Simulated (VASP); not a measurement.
Input:

```yaml
crystal:
  lattice:
    - [3.30046, 0.00000, 0.00000]
    - [-1.65023, 2.85828, 0.00000]
    - [0.00000, 0.00000, 10.89738]
  atoms:
    - { symbol: Zn, position: [0.00000, 0.00000, 0.25097] }
    - { symbol: Zn, position: [0.33333, 0.66667, 0.01443] }
    - { symbol: Zn, position: [0.33333, 0.66667, 0.48699] }
    - { symbol: Cd, position: [0.00000, 0.00000, 0.75659] }
    - { symbol: O, position: [0.00000, 0.00000, 0.95897] }
    - { symbol: O, position: [0.00000, 0.00000, 0.43141] }
    - { symbol: O, position: [0.33333, 0.66667, 0.66548] }
    - { symbol: O, position: [0.33333, 0.66667, 0.19506] }
```

Method: PBEsol GGA, VASP's PBE PAW potentials (set 64) (plane waves; VASP 6.6.1). Numerical set-up: 520 eV cut-off, Gaussian smearing of 0.050 eV, potentials Zn Cd O.

Question: Estimate the band gap (along the path) with the smallest direct gap where there is one.

Answer: 
The band gap (along the path) is 0.10 eV and the smallest direct gap (along the path) is 0.10 eV.

The structure comes from a computed database's Zn3CdO4 entry (P3m1); how it stands against other phases isn't given here. It was relaxed first.
